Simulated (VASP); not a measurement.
# Adsorption sites of N on Co(0001), part 3 of 8

Where does N sit on Co(0001), and how strongly does it bind?

VASP 6.6.1, plane waves and PAW; the level of theory is named at each step.

So far. Step 3 (The bulk reference, job self-consistent run, k-mesh …): The run ends at a pressure of 0.23 GPa. Step 4 (Surface relaxation): The run ended after 7 ionic steps, 0.028 eV below its first step, once the forces on the free atoms met EDIFFG = -0.03.

## Step 5: Vacuum level and density of states

Level of this step: RPBE, spin-polarised from a ferromagnetic start; plane waves and PAW (Co) (VASP).

A static run writes the electrostatic potential without exchange and correlation (LVHAR), which is flat in the vacuum and gives the level to count from. The dipole correction cancels the field that unlike faces would set up across the vacuum.

INCAR

```
SYSTEM = Co
PREC = Normal
ENCUT = 440
EDIFF = 1E-06
NELM = 120
ISMEAR = 1
SIGMA = 0.15
LREAL = .FALSE.
ALGO = Fast
GGA = RP
NBANDS = 86
ISPIN = 2
MAGMOM = 2 2 2 2 2 2 2 2 2 2 2 2
LASPH = .TRUE.
LMAXMIX = 4
LORBIT = 11
LWAVE = .FALSE.
LCHARG = .FALSE.
KPAR = 4
IDIPOL = 3
LDIPOL = .TRUE.
DIPOL = 0.5 0.5 0.498
LVHAR = .TRUE.
LVACPOTAV = .TRUE.
NEDOS = 1500
```

POSCAR

```
Co
1.0
    5.0237193640      0.0000000000      0.0000000000
    2.5118596820      4.3506685907      0.0000000000
    0.0000000000      0.0000000000     19.0686182875
Co
12
Selective dynamics
Direct
    0.0000000000      0.0000000000      0.3933163800  F F F
    0.5000000000      0.0000000000      0.3933163800  F F F
    0.0000000000      0.5000000000      0.3933163800  F F F
    0.5000000000      0.5000000000      0.3933163800  F F F
    0.8333333300      0.3333333300      0.4979196777  T T T
    0.3333333300      0.3333333300      0.4979196777  T T T
    0.8333333300      0.8333333300      0.4979196777  T T T
    0.3333333300      0.8333333300      0.4979196777  T T T
    0.0000000000      0.0000000000      0.6029254175  T T T
    0.5000000000      0.0000000000      0.6029254175  T T T
    0.0000000000      0.5000000000      0.6029254175  T T T
    0.5000000000      0.5000000000      0.6029254175  T T T
```

KPOINTS

```
Automatic mesh
0
Gamma
6 6 1
0 0 0
```

Potentials, in the order of the species: Co (PBE family, release 64).

Started as:

```
> mpirun -np 4 vasp_std
```

The log of the run:

```text
[... set-up lines as in an earlier step ...]
 entering main loop
       N       E                     dE             d eps       ncg     rms          rms(c)
DAV:   1     0.764971807693E+03    0.76497E+03   -0.41117E+04  2408   0.111E+03
DAV:   2    -0.251202264609E+02   -0.79009E+03   -0.73113E+03  2408   0.278E+02
DAV:   3    -0.819009667981E+02   -0.56781E+02   -0.51557E+02  2570   0.108E+02
DAV:   4    -0.831367870966E+02   -0.12358E+01   -0.12303E+01  2656   0.185E+01
DAV:   5    -0.831728885060E+02   -0.36101E-01   -0.36100E-01  3636   0.188E+00    0.332E+01
RMM:   6    -0.101111409777E+03   -0.17939E+02   -0.11766E+02  2601   0.633E+01    0.765E+01
RMM:   7    -0.882293871882E+02    0.12882E+02   -0.46673E+01  2648   0.378E+01    0.494E+01
RMM:   8    -0.715396617457E+02    0.16690E+02   -0.10487E+01  2484   0.198E+01    0.160E+01
RMM:   9    -0.782381412247E+02   -0.66985E+01   -0.36585E+00  2751   0.877E+00    0.395E+01
RMM:  10    -0.717073677149E+02    0.65308E+01   -0.22506E+00  2762   0.798E+00    0.136E+01
RMM:  11    -0.710539058685E+02    0.65346E+00   -0.72328E-01  2720   0.410E+00    0.458E+00
RMM:  12    -0.713268674279E+02   -0.27296E+00   -0.31922E-01  2691   0.191E+00    0.246E+00
RMM:  13    -0.719564908894E+02   -0.62962E+00   -0.21277E-01  2799   0.150E+00    0.274E+00
RMM:  14    -0.722342650884E+02   -0.27777E+00   -0.10365E-01  2813   0.106E+00    0.108E+00
RMM:  15    -0.726419764409E+02   -0.40771E+00   -0.18465E-01  2996   0.114E+00    0.569E-01
RMM:  16    -0.728333553282E+02   -0.19138E+00   -0.88733E-02  2909   0.613E-01    0.433E-01
RMM:  17    -0.728868803832E+02   -0.53525E-01   -0.22905E-02  2853   0.359E-01    0.202E-01
RMM:  18    -0.729038848732E+02   -0.17004E-01   -0.10991E-02  2877   0.228E-01    0.213E-01
RMM:  19    -0.729507861863E+02   -0.46901E-01   -0.90966E-03  2921   0.199E-01    0.145E-01
RMM:  20    -0.729651177015E+02   -0.14332E-01   -0.19027E-03  2817   0.110E-01    0.168E-01
RMM:  21    -0.729758392500E+02   -0.10722E-01   -0.60685E-04  2965   0.682E-02    0.825E-02
RMM:  22    -0.729851344590E+02   -0.92952E-02   -0.52353E-04  2902   0.569E-02    0.556E-02
RMM:  23    -0.729909336161E+02   -0.57992E-02   -0.31212E-04  2923   0.421E-02    0.569E-02
RMM:  24    -0.729941586044E+02   -0.32250E-02   -0.20143E-04  2935   0.304E-02    0.263E-02
RMM:  25    -0.729958326832E+02   -0.16741E-02   -0.13343E-04  2879   0.206E-02    0.942E-03
RMM:  26    -0.729964308402E+02   -0.59816E-03   -0.52418E-05  2758   0.131E-02    0.704E-03
RMM:  27    -0.729966117564E+02   -0.18092E-03   -0.21440E-05  2418   0.913E-03    0.433E-03
RMM:  28    -0.729966693781E+02   -0.57622E-04   -0.62015E-06  2224   0.617E-03    0.344E-03
RMM:  29    -0.729966927906E+02   -0.23413E-04   -0.57045E-06  2165   0.469E-03    0.136E-03
RMM:  30    -0.729967163509E+02   -0.23560E-04   -0.16289E-06  1923   0.292E-03    0.116E-03
RMM:  31    -0.729967343018E+02   -0.17951E-04   -0.64906E-07  1762   0.209E-03    0.681E-04
RMM:  32    -0.729967414264E+02   -0.71247E-05   -0.27447E-07  1709   0.173E-03    0.779E-04
RMM:  33    -0.729967421026E+02   -0.67619E-06   -0.11652E-07  1619   0.136E-03
 -----------------------------------------------------------------------------
|                                                                             |
|           W    W    AA    RRRRR   N    N  II  N    N   GGGG   !!!           |
|           W    W   A  A   R    R  NN   N  II  NN   N  G    G  !!!           |
|           W    W  A    A  R    R  N N  N  II  N N  N  G       !!!           |
|           W WW W  AAAAAA  RRRRR   N  N N  II  N  N N  G  GGG   !            |
|           WW  WW  A    A  R   R   N   NN  II  N   NN  G    G                |
|           W    W  A    A  R    R  N    N  II  N    N   GGGG   !!!           |
|                                                                             |
|     Did not find any points to average over, which means that no vacuum     |
|     field-free region was found. Please increase the size of  your cell     |
|     in the dimension of the dipole correction to obtain accurate            |
|     workfunction values.                                                    |
|                                                                             |
 -----------------------------------------------------------------------------

   1 F= -.72996742E+02 E0= -.72998246E+02  d E =0.451134E-02  mag=    21.0162
```

Run time: 2.3 min. Hardware: 4 MPI ranks of Intel Xeon 6975P-C (Granite Rapids), shared host; peak memory 2 GiB.

Parts of OUTCAR (step 5):

```text
   NELECT =     108.0000    total number of electrons

 dipolmoment           0.000000      0.000000      0.000342 electrons x Angstroem

 E-fermi :   0.0997

 spin component 1
 k-point     1 :       0.0000    0.0000    0.0000
  band No.  band energies     occupation
    ...
     59      -0.5478      1.00000
     60      -0.5478      1.00000
     61      -0.5468      1.00000
     62      -0.5468      1.00000
     63      -0.5468      1.00000
     64       0.4417     -0.00292
     65       1.1835     -0.00000
     66       1.1835     -0.00000
     67       1.1835     -0.00000
     68       1.9224     -0.00000
    ...

 k-point     2 :       0.1667    0.0000    0.0000
  band No.  band energies     occupation
    ...
     60      -0.6407      1.00000
     61      -0.6398      1.00000
     62      -0.6398      1.00000
     63      -0.4575      1.00000
     64      -0.0677      1.03337
     65       0.9329     -0.00000
     66       1.0756     -0.00000
     67       1.1550     -0.00000
     68       1.1550     -0.00000
     69       2.1115     -0.00000
    ...

  Total       -4.5769992     -4.5769992     -0.2481531      0.0000000      0.0000000      0.0000000
  in kB      -17.5950629    -17.5950629     -0.9539589      0.0000000      0.0000000      0.0000000
  external PRESSURE =     -12.0480282 kB  Pullay stress =       0.0000000 kB

 POSITION                                       TOTAL-FORCE (eV/Angst)
 -----------------------------------------------------------------------------------
      0.00000      0.00000      7.50000        -0.000000     -0.000000     -0.016552
      2.51186      0.00000      7.50000        -0.000000     -0.000000     -0.016552
      1.25593      2.17533      7.50000        -0.000000     -0.000000     -0.016552
      3.76779      2.17533      7.50000        -0.000000     -0.000000     -0.016552
      5.02372      1.45022      9.49464         0.000000      0.000000      0.029583
      2.51186      1.45022      9.49464         0.000000      0.000000      0.029583
      6.27965      3.62556      9.49464         0.000000      0.000000      0.029583
      3.76779      3.62556      9.49464         0.000000      0.000000      0.029583
      0.00000      0.00000     11.49695        -0.000000     -0.000000     -0.013030
      2.51186      0.00000     11.49695        -0.000000     -0.000000     -0.013030
      1.25593      2.17533     11.49695        -0.000000     -0.000000     -0.013030
      3.76779      2.17533     11.49695         0.000000     -0.000000     -0.013030
 -----------------------------------------------------------------------------------
    total drift:                                0.000002      0.000001      0.002717

  FREE ENERGIE OF THE ION-ELECTRON SYSTEM (eV)
  ---------------------------------------------------
  free  energy   TOTEN  =       -72.9967421026 eV

  energy  without entropy=      -73.0012534405  energy(sigma->0) =      -72.99824588

 vacuum level on the upper side and lower side of the slab         4.860         4.857

 magnetization (x)
# of ion       s       p       d       tot
------------------------------------------
    1       -0.010  -0.046   1.850   1.794
    2       -0.010  -0.046   1.850   1.794
    3       -0.010  -0.046   1.850   1.794
    4       -0.010  -0.046   1.850   1.794
    5       -0.015  -0.054   1.822   1.753
    6       -0.015  -0.054   1.822   1.753
    7       -0.015  -0.054   1.822   1.753
    8       -0.015  -0.054   1.822   1.753
    9       -0.010  -0.046   1.852   1.796
   10       -0.010  -0.046   1.852   1.796
   11       -0.010  -0.046   1.852   1.796
   12       -0.010  -0.046   1.852   1.796
--------------------------------------------------
tot         -0.141  -0.584  22.093  21.369

[... 6 parts as in an earlier step ...]

[... 16 further parts left out ...]
```

Numbers from this step:

- electronic cycles: 33
- Fermi energy: 0.0997 eV
- moment of the cell, from the last line of the log: 21.02 μB
- dipole moment: 0, 0, 3.42e-4 e·Å
- vacuum levels: 4.86, 4.857 eV
- work functions of the upper and lower face: 4.760, 4.757 eV

Zero at the Fermi level. Planar average of the electrostatic potential against height:

| height (Å) | planar average of the electrostatic potential (eV) |
| --- | --- |
| 0 | 4.76 |
| 1 | 4.76 |
| 2 | 4.76 |
| 3 | 4.76 |
| 4 | 4.75 |
| 5 | 4.67 |
| 6 | 3.69 |
| 7 | -8.96 |
| 8 | -9.10 |
| 9 | -9.40 |
| 10 | -9.01 |
| 11 | -9.14 |
| 12 | -8.91 |
| 13 | 3.70 |
| 14 | 4.67 |
| 15 | 4.75 |
| 16 | 4.76 |
| 17 | 4.76 |
| 18 | 4.76 |

Density of states in the PAW spheres, an atom over height of the layer and energy from the Fermi level.

Values in states/eV, 22 rows by 3 columns, each cell a mean:
```
0.86 0.67 0.86
1.21 0.77 1.24
1.18 1.02 1.17
2.58 2.46 2.56
2.92 2.64 2.91
1.97 1.68 1.99
2.15 1.46 2.19
2.39 2.17 2.38
1.91 1.81 1.90
1.21 1.42 1.21
1.29 1.61 1.30
0.68 1.01 0.68
0.66 1.19 0.65
0.51 1.02 0.50
0.19 0.31 0.18
0.19 0.23 0.19
0.10 0.10 0.10
0.05 0.09 0.05
0.07 0.15 0.07
0.02 0.04 0.02
0.05 0.12 0.05
0.03 0.08 0.03
```
Columns: height of the layer (Å) from 7.5 to 11.5; rows upwards: energy from the Fermi level (eV) from -7.9 to 0.5.

The map of layer states is cut here 0.5 eV above the Fermi level, so it leaves out the states above that.

The vacuum level lies 4.76 eV above the Fermi level at the upper face; both faces agree, as the slab has next to no dipole.

The program found no field-free point at its default tolerance, but its printed level agrees with the flat part of the planar average.

On this mesh the fine structure of the density of states is sampling noise, and high empty states may be cut by the number of bands.

## Step 6: Relaxing the atoms

This step: RPBE; plane waves and PAW (N) (VASP 6.6.1).

System of this step: N2. The cell holds 2 atoms: 2 N. Cell: a = 11.000 Å, b = 11.500 Å, c = 14.000 Å, α = 90.0°, β = 90.0°, γ = 90.0°. Vacuum lies along a, b and c.

The reference for N is the N2 molecule, relaxed in a box at the cutoff of the large cell.

INCAR

```
SYSTEM = N
PREC = Normal
ENCUT = 440
EDIFF = 1E-05
NELM = 120
ISMEAR = 0
SIGMA = 0.01
LREAL = .FALSE.
ALGO = Fast
GGA = RP
NBANDS = 11
LORBIT = 11
LWAVE = .FALSE.
LCHARG = .FALSE.
NCORE = 4
IBRION = 2
NSW = 20
ISIF = 2
EDIFFG = -0.03
POTIM = 0.4
MAXMIX = 40
ISYM = 0
```

POSCAR

```
N
1.0
   11.0000000000      0.0000000000      0.0000000000
    0.0000000000     11.5000000000      0.0000000000
    0.0000000000      0.0000000000     14.0000000000
N
2
Direct
    0.5000000000      0.5000000000      0.4607142900
    0.5000000000      0.5000000000      0.5392857100
```

KPOINTS

```
Automatic mesh
0
Gamma
1 1 1
0 0 0
```

PAW data sets: N (PBE family, release 64).

Started as:

```
> mpirun -np 4 vasp_gam
```

The log of the run:

```text
[banner, memory and clock lines left out]
running    4 mpi-ranks, on    1 nodes
 distrk:  each k-point on    4 cores,    1 groups
 distr:  one band on    4 cores,    1 groups

 POSCAR found type information on POSCAR N
 POSCAR found :  1 types and       2 ions
 [... a notice as in an earlier step ...]

 LDA part: xc-table for (Slater+PW92), standard interpolation
 POSCAR, INCAR and KPOINTS ok, starting setup
 FFT: planning ... GRIDC
 FFT: planning ... GRID_SOFT
 FFT: planning ... GRID
 WAVECAR not read
 entering main loop
       N       E                     dE             d eps       ncg     rms          rms(c)
DAV:   1     0.100180225716E+03    0.10018E+03   -0.17557E+03    30   0.369E+02
DAV:   2     0.171479825030E+02   -0.83032E+02   -0.82709E+02    41   0.755E+01
DAV:   3    -0.152310816840E+02   -0.32379E+02   -0.32289E+02    25   0.834E+01
DAV:   4    -0.170933511728E+02   -0.18623E+01   -0.18580E+01    28   0.266E+01
DAV:   5    -0.171091838720E+02   -0.15833E-01   -0.15833E-01    25   0.228E+00    0.804E+00
RMM:   6    -0.163947074096E+02    0.71448E+00   -0.81034E-01    22   0.586E+00    0.458E+00
RMM:   7    -0.162332492250E+02    0.16146E+00   -0.12115E+00    22   0.679E+00    0.116E+00
RMM:   8    -0.162324704668E+02    0.77876E-03   -0.22441E-01    22   0.349E+00    0.552E-01
RMM:   9    -0.162228032234E+02    0.96672E-02   -0.27527E-02    22   0.130E+00    0.715E-02
RMM:  10    -0.162249825397E+02   -0.21793E-02   -0.10159E-02    22   0.611E-01    0.110E-01
RMM:  11    -0.162260693399E+02   -0.10868E-02   -0.15873E-03    22   0.309E-01    0.276E-02
RMM:  12    -0.162263489719E+02   -0.27963E-03   -0.16532E-04    22   0.783E-02    0.145E-02
RMM:  13    -0.162275615468E+02   -0.12126E-02   -0.31514E-04    21   0.806E-02    0.793E-03
RMM:  14    -0.162277427985E+02   -0.18125E-03   -0.17051E-04    22   0.433E-02    0.579E-03
RMM:  15    -0.162280034544E+02   -0.26066E-03   -0.17523E-05    19   0.214E-02    0.536E-03
RMM:  16    -0.162281002622E+02   -0.96808E-04   -0.14888E-05    18   0.191E-02    0.178E-03
RMM:  17    -0.162281385139E+02   -0.38252E-04   -0.38858E-06    17   0.101E-02    0.221E-03
RMM:  18    -0.162281578178E+02   -0.19304E-04   -0.91333E-07    15   0.532E-03    0.210E-03
RMM:  19    -0.162281619507E+02   -0.41329E-05   -0.48804E-07    15   0.503E-03
   1 F= -.16228162E+02 E0= -.16228162E+02  d E =-.162282E+02
 curvature:   0.00 expect dE= 0.000E+00 dE for cont linesearch  0.000E+00
 trial: gam= 0.00000 g(F)=  0.773E+00 g(S)=  0.000E+00 ort = 0.000E+00 (trialstep = 0.100E+01)
 search vector abs. value=  0.773E+00
 bond charge predicted
       N       E                     dE             d eps       ncg     rms          rms(c)
DAV:   1    -0.143408175922E+02    0.18873E+01   -0.15001E+02    22   0.973E+01    0.471E+00
RMM:   2    -0.140165544174E+02    0.32426E+00   -0.22613E+00    22   0.112E+01    0.127E+00
RMM:   3    -0.141637548226E+02   -0.14720E+00   -0.25114E-01    22   0.414E+00    0.173E+00
RMM:   4    -0.140784954837E+02    0.85259E-01   -0.12837E-01    22   0.256E+00    0.707E-01
RMM:   5    -0.140786243430E+02   -0.12886E-03   -0.46223E-02    22   0.148E+00    0.342E-01
RMM:   6    -0.140814216714E+02   -0.27973E-02   -0.12102E-02    22   0.704E-01    0.164E-01
RMM:   7    -0.140833682030E+02   -0.19465E-02   -0.67794E-03    22   0.484E-01    0.428E-02
RMM:   8    -0.140849230824E+02   -0.15549E-02   -0.28538E-03    22   0.309E-01    0.760E-02
RMM:   9    -0.140850318378E+02   -0.10876E-03   -0.41306E-04    22   0.132E-01    0.509E-02
RMM:  10    -0.140851363658E+02   -0.10453E-03   -0.25290E-04    22   0.981E-02    0.176E-02
RMM:  11    -0.140851989899E+02   -0.62624E-04   -0.95251E-05    22   0.600E-02    0.766E-03
RMM:  12    -0.140852080721E+02   -0.90822E-05   -0.93690E-06    17   0.204E-02
   2 F= -.14085208E+02 E0= -.14085208E+02  d E =0.214295E+01
[...]
3 F= -.16258052E+02 E0= -.16258052E+02  d E =-.298897E-01
[...]
4 F= -.16258566E+02 E0= -.16258566E+02  d E =-.304038E-01
 curvature:  -0.04 expect dE=-0.433E-05 dE for cont linesearch -0.433E-05
 ZBRENT: interpolating
 opt :   0.0800  next Energy=   -16.258571 (dE=-0.304E-01)
 bond charge predicted
       N       E                     dE             d eps       ncg     rms          rms(c)
DAV:   1    -0.162585701358E+02    0.71667E-06   -0.42294E-04    22   0.168E-01    0.687E-03
RMM:   2    -0.162585706707E+02   -0.53487E-06   -0.77351E-06    17   0.215E-02
   5 F= -.16258571E+02 E0= -.16258571E+02  d E =-.304087E-01
 curvature:  -0.05 expect dE=-0.231E-05 dE for cont linesearch -0.231E-05
 trial: gam=-0.00806 g(F)=  0.511E-04 g(S)=  0.000E+00 ort = 0.628E-02 (trialstep = 0.816E+00)
 search vector abs. value=  0.348E-08
 reached required accuracy - stopping structural energy minimisation
```

It took 9.8 s on 4 MPI ranks; peak memory 0.91 GiB; 36 s of CPU time.

Parts of OUTCAR (step 6):

```text
   k-points           NKPTS =      1   k-points in BZ     NKDIM =      1   number of bands    NBANDS=     11

   ENCUT  =  440.0 eV  32.34 Ry    5.69 a.u.  18.81 19.67 23.94*2*pi/ulx,y,z

   NELECT =      10.0000    total number of electrons

 E-fermi :  -9.9884

 k-point     1 :       0.0000    0.0000    0.0000
  band No.  band energies     occupation
      1     -28.0386      2.00000
      2     -13.5518      2.00000
      3     -11.3661      2.00000
      4     -11.3657      2.00000
      5     -10.0397      2.00000
      6      -2.0756      0.00000
      7      -2.0754      0.00000
      8      -0.2237      0.00000
      9       0.5593      0.00000
     10       0.5878      0.00000
    ...

  Total       -0.4206194     -0.4341618     -0.4510433      0.0000001      0.0000018      0.0000012
  in kB       -0.3805233     -0.3927748     -0.4080471      0.0000001      0.0000016      0.0000010
  external PRESSURE =      -0.3937817 kB  Pullay stress =       0.0000000 kB

 POSITION                                       TOTAL-FORCE (eV/Angst)
 -----------------------------------------------------------------------------------
      5.50000      5.75000      6.44024         0.000000      0.000000     -0.025727
      5.50000      5.75000      7.55976        -0.000000     -0.000000      0.025727
 -----------------------------------------------------------------------------------
    total drift:                                0.000001      0.000000     -0.000012

  FREE ENERGIE OF THE ION-ELECTRON SYSTEM (eV)
  ---------------------------------------------------
  free  energy   TOTEN  =       -16.2585706707 eV

  energy  without entropy=      -16.2585706707  energy(sigma->0) =      -16.25857067

[... 1 part as in an earlier step ...]

[... 7 further parts left out ...]
```

Relaxation path:

| step | energy less that of the first step (eV) | largest force (eV/Å) |
| --- | --- | --- |
| 1 | 0.0000 | 3.1641 |
| 2 | 2.1430 | 14.4773 |
| 3 | -0.0299 | 0.3787 |
| 4 | -0.0304 | 0.0371 |
| 5 | -0.0304 | 0.0257 |

Final coordinates:

```cif
data_structure
_symmetry_space_group_name_H-M 'P 1'
_symmetry_Int_Tables_number 1
_cell_length_a 11.0000
_cell_length_b 11.5000
_cell_length_c 14.0000
_cell_angle_alpha 90.000
_cell_angle_beta 90.000
_cell_angle_gamma 90.000
_cell_volume 1771.00
loop_
_atom_site_label
_atom_site_type_symbol
_atom_site_fract_x
_atom_site_fract_y
_atom_site_fract_z
_atom_site_occupancy
N1 N 0.50000 0.50000 0.46002 1
N2 N 0.50000 0.50000 0.53998 1
```

This step gave:

```
electronic cycles                                     : 47
electrons                                             : 10
free energy (TOTEN)                                   : -16.26 eV
gap between the highest filled and lowest empty level : 7.964 eV
```

The run ended after 5 ionic steps, 0.030 eV below its first step, once the forces on the free atoms met EDIFFG = -0.03.

Energy at zero smearing: -16.25857 eV.

(Continued in part 4 of 8.)

[Lines on the potential files, build, host, timing and source positions are cut from VASP's logs without a mark.]

[Logs are printed without paths, hosts, clocks, repeated set-up lines and the standing remarks that a program may print on its own settings, such as how far it seeks lower states.]

[Hosts, paths, dates, database ids (printed as entryN), source tags and the programs' standing remarks are cut or masked in the printed files.]

[Runs that stopped without an error message from VASP are left out.]
